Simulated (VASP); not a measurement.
Given:

```xyz
2
Lattice="2.7806 0.0000 0.0000 -1.3903 2.4080 0.0000 0.0000 0.0000 4.6128" Properties=species:S:1:pos:R:3 pbc="T T T"
Ag     0.0000     0.0000     2.3064
Pd     1.3903     0.8027     0.0000
```

All values below come from PBEsol GGA, VASP's PBE PAW potentials (set 64) (plane waves; VASP). Numerical set-up: 400 eV cut-off, Gaussian smearing of 0.050 eV, potentials Ag Pd.

**Question.** What does the run give for the band gap (along the path) with the smallest direct gap where there is one?

**Answer.** 
The band gap (along the path) is none (metal, semimetal or under 0.01 eV).

Total energies compare only between runs with the same potentials, cut-off and functional.

The structure comes from a computed database's AgPd entry (P-6m2); how it stands against other phases isn't given here. It was relaxed first. The electron count is odd and the run is not spin-polarised, which forces a metal.
